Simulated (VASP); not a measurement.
Method: LDA (Ceperley-Alder, Perdew-Zunger), VASP's LDA PAW potentials (set 64) (plane waves; VASP).

VASP input:

INCAR:
```
# general
SYSTEM   =  TePb
PREC     =  Accurate
ENCUT    =  400
LREAL    =  .FALSE.   # projection in real space or not
LASPH    =  .TRUE.   # aspherical one-centre terms

# electronic loop
EDIFF    =  1E-8   # SCF stop (eV)
NELM     =  100   # most electronic steps
ALGO     =  Normal   # blocked Davidson
LMAXMIX  =  4

# smearing
ISMEAR   =  0
SIGMA    =  0.05   # width (eV)

# ions
IBRION   =  1
NSW      =  30   # most ionic steps
ISIF     =  2
EDIFFG   =  -0.001

# output
LWAVE    =  .FALSE.
LCHARG   =  .FALSE.
```

**POSCAR**
```
TePb
1
   -0.0000000000     3.1910623305     3.1910623305
    3.1910623305    -0.0000000000     3.1910623305
    3.1910623305     3.1910623305    -0.0000000000
Te Pb
1 1
Direct
  0.0000000000   0.0000000000   0.0000000000
  0.5000000000   0.5000000000   0.5000000000
```

KPOINTS:
```
Automatic mesh
0
G
  7 7 7
```

POTCAR, in this order: Te Pb_d (LDA.64 set). Program: vasp_std.

Output of the run:

OUTCAR:
```
 ion  position               nearest neighbor table
   1  0.000  0.000  0.000-   2 3.19   2 3.19   2 3.19   2 3.19   2 3.19   2 3.19
   2  0.500  0.500  0.500-   1 3.19   1 3.19   1 3.19   1 3.19   1 3.19   1 3.19
  LATTYP: Found a face centered cubic cell.
 ALAT       =     6.3821246610
 Subroutine PRICEL returns:
 Original cell was already a primitive cell.
 Subroutine GETGRP returns: Found 48 space group operations
The static configuration has the point symmetry O_h .
The dynamic configuration has the point symmetry O_h .
 Subroutine INISYM returns: Found 48 space group operations
 Subroutine IBZKPT returns following result:
 Found     20 irreducible k-points:

 Following reciprocal coordinates:
            Coordinates               Weight
  0.000000  0.000000  0.000000      1.000000
  0.142857  0.000000  0.000000      8.000000
  0.285714  0.000000  0.000000      8.000000
  0.428571  0.000000  0.000000      8.000000
  0.142857  0.142857  0.000000      6.000000
  0.285714  0.142857  0.000000     24.000000
  0.428571  0.142857  0.000000     24.000000
 -0.428571  0.142857  0.000000     24.000000
 -0.285714  0.142857  0.000000     24.000000
 -0.142857  0.142857  0.000000     12.000000
  0.285714  0.285714  0.000000      6.000000
  0.428571  0.285714  0.000000     24.000000
 -0.428571  0.285714  0.000000     24.000000
 -0.285714  0.285714  0.000000     12.000000
  0.428571  0.428571  0.000000      6.000000
 -0.428571  0.428571  0.000000     12.000000
  0.428571  0.285714  0.142857     24.000000
 -0.428571  0.285714  0.142857     48.000000
 -0.428571  0.428571  0.142857     24.000000
 -0.285714  0.428571  0.142857     24.000000
   k-points           NKPTS =     20   k-points in BZ     NKDIM =     20   number of bands    NBANDS=     14
   number of dos      NEDOS =    301   number of ions     NIONS =      2
   total plane-waves  NPLWV =  27000
   dimension x,y,z NGX =    30 NGY =   30 NGZ =   30
   dimension x,y,z NGXF=    60 NGYF=   60 NGZF=   60
   ions per type =               1   1
   PREC   = accura    normal or accurate (medium, high low for compatibility)
   ISTART =      0    job   : 0-new  1-cont  2-samecut
   ICHARG =      2    charge: 1-file 2-atom 10-const
   ISPIN  =      1    spin polarized calculation?
   LNONCOLLINEAR =      F non collinear calculations
   LSORBIT =      F    spin-orbit coupling
   INIWAV =      1    electr: 0-lowe 1-rand  2-diag
   ENCUT  =  400.0 eV  29.40 Ry    5.42 a.u.   7.36  7.36  7.36*2*pi/ulx,y,z
   NELM   =    100;   NELMIN=  2; NELMDL= -5     # of ELM steps
   EDIFF  = 0.1E-07   stopping-criterion for ELM
   LREAL  =      F    real-space projection
   NLSPLINE    = F    spline interpolate recip. space projectors
   LMAXMIX     =    4 max onsite mixed and CHGCAR
   VOSKOWN=      0    Vosko Wilk Nusair interpolation
   EDIFFG = -.1E-02   stopping-criterion for IOM
   NSW    =     30    number of steps for IOM
   NBLOCK =      1;   KBLOCK =     30    inner block; outer block
   IBRION =      1    ionic relax: 0-MD 1-quasi-New 2-CG
   NFREE  =      0    steps in history (QN), initial steepest desc. (CG)
   ISIF   =      2    stress and relaxation
   ISYM   =      2    0-nonsym 1-usesym 2-fastsym
   TEIN   =    0.0    initial temperature
   TEBEG  =    0.0;   TEEND  =   0.0 temperature during run
   SMASS  =  -3.00    Nose mass-parameter (am)
   PSTRESS=    0.0 pullay stress
   NELECT =      20.0000    total number of electrons
   EFERMI =   0.00;   METHOD = LEGACY
   ISMEAR =     0;   SIGMA  =   0.05  broadening in eV -4-tet -1-fermi 0-gaus
   IALGO  =     38    algorithm
   LDIAG  =      T    sub-space diagonalisation (order eigenvalues)
   IMIX   =      4    mixing-type and parameters
     AMIX     =   0.40;   BMIX     =  1.00
     AMIX_MAG =   1.60;   BMIX_MAG =  1.00
...
```

### OSZICAR
```
       N       E                     dE             d eps       ncg     rms          rms(c)
DAV:   1     0.137514727937E+03    0.13751E+03   -0.80530E+03   560   0.113E+03
DAV:   2     0.100318481613E+01   -0.13651E+03   -0.13416E+03   590   0.313E+02
DAV:   3    -0.867353576930E+01   -0.96767E+01   -0.96010E+01   770   0.897E+01
DAV:   4    -0.888207455738E+01   -0.20854E+00   -0.20849E+00   602   0.167E+01
DAV:   5    -0.889124721851E+01   -0.91727E-02   -0.91726E-02   778   0.320E+00    0.373E+00
DAV:   6    -0.878500299434E+01    0.10624E+00   -0.24407E-01   798   0.424E+00    0.232E+00
DAV:   7    -0.877767364723E+01    0.73293E-02   -0.67270E-02   690   0.157E+00    0.899E-01
DAV:   8    -0.877700403261E+01    0.66961E-03   -0.80015E-03   674   0.102E+00    0.135E-01
DAV:   9    -0.877694718505E+01    0.56848E-04   -0.10108E-03   768   0.351E-01    0.375E-02
DAV:  10    -0.877693760561E+01    0.95794E-05   -0.78480E-05   676   0.869E-02    0.231E-02
DAV:  11    -0.877693786878E+01   -0.26317E-06   -0.25826E-05   720   0.420E-02    0.137E-02
DAV:  12    -0.877693782783E+01    0.40947E-07   -0.16464E-06   614   0.982E-03    0.100E-02
DAV:  13    -0.877693780157E+01    0.26260E-07   -0.59551E-08   720   0.200E-03    0.548E-03
DAV:  14    -0.877693770566E+01    0.95918E-07   -0.39919E-07   772   0.654E-03    0.279E-04
DAV:  15    -0.877693770827E+01   -0.26125E-08   -0.25593E-08   564   0.879E-04
   1 F= -.87769377E+01 E0= -.87769377E+01  d E =-.877694E+01
```

**OUTCAR**
```
------------------------ aborting loop because EDIFF is reached ----------------------------------------
  FORCE on cell =-STRESS in cart. coord.  units (eV):
  Direction    XX          YY          ZZ          XY          YZ          ZX
  --------------------------------------------------------------------------------------
  Total       -0.0004449     -0.0004449     -0.0004449     -0.0000000      0.0000000      0.0000000
  in kB       -0.0109674     -0.0109674     -0.0109674     -0.0000000      0.0000000      0.0000000
  external PRESSURE =      -0.0109674 kB  Pullay stress =       0.0000000 kB
  volume of cell :       64.99
      direct lattice vectors                 reciprocal lattice vectors
     0.000000000  3.191062330  3.191062330    -0.156687632  0.156687632  0.156687632
     3.191062330  0.000000000  3.191062330     0.156687632 -0.156687632  0.156687632
     3.191062330  3.191062330  0.000000000     0.156687632  0.156687632 -0.156687632
  FREE ENERGIE OF THE ION-ELECTRON SYSTEM (eV)
  ---------------------------------------------------
  free  energy   TOTEN  =        -8.7769377083 eV

  energy  without entropy=       -8.7769377083  energy(sigma->0) =       -8.77693771

 reached required accuracy - stopping structural energy minimisation
```
(Selected blocks of OUTCAR.)

The structure comes from a computed database's TePb entry (Fm-3m); how it stands against other phases isn't given here. It was relaxed first, which changed the volume by -7 %. The start is the result of an earlier pass.
